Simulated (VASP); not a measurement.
Set up this calculation in VASP 6.6.1, as the native input.

```
Task                   : single point
Functional             : PBE
Potentials or basis    : VASP PAW PBE potentials, release 64 (Rb_sv, Li_sv)
Cutoff                 : 520 eV
k mesh                 : 12 × 12 × 12
Occupations            : gaussian, width 0.1 eV
Spin                   : no spin polarisation
Dipole correction      : no
Further INCAR settings : ALGO = Normal; EDIFF = 1e-07; NBANDS = 13
```

The structure of RbLi lies in POSCAR:

```
RbLi
1.0
    0.0000000000      3.9356197464      3.9356197464
    3.9356197464      0.0000000000      3.9356197464
    3.9356197464      3.9356197464      0.0000000000
Rb Li
1 1
Direct
    0.5000000000      0.5000000000      0.5000000000
    0.0000000000      0.0000000000      0.0000000000
```

The cell was built by a generator and needn't be a form met in nature.

The cell isn't the ideal one: random cell by space group and Wyckoff sites (Fm-3m, No. 225).

These files were run (other wordings do the same):

INCAR

```
PREC = Accurate ; ENCUT = 520
EDIFF = 1E-7 ; ISMEAR = 0
SIGMA = 0.1 ; LREAL = False
LASPH = True ; NELM = 60
ALGO = Normal ; ISIF = 2
LWAVE = False ; LCHARG = False
GGA = PE ; NBANDS = 13
```

KPOINTS

```
Automatic mesh
0
Gamma
  12 12 12
```

Potentials or basis: VASP PAW PBE potentials, release 64 (Rb_sv, Li_sv).

Launch:

```console
$ cat potpaw_PBE.64/Rb_sv/POTCAR potpaw_PBE.64/Li_sv/POTCAR > POTCAR
$ mpirun -np 1 vasp_std > vasp.out
```

Results of the run:

| Property | Result |
| --- | --- |
| Band gap on the k mesh | none (metal or under the smearing width) |

It took 68 s on 1 thread of AMD EPYC 9R45 (Zen 5), with other jobs on the host, peak memory 0.27 GiB.
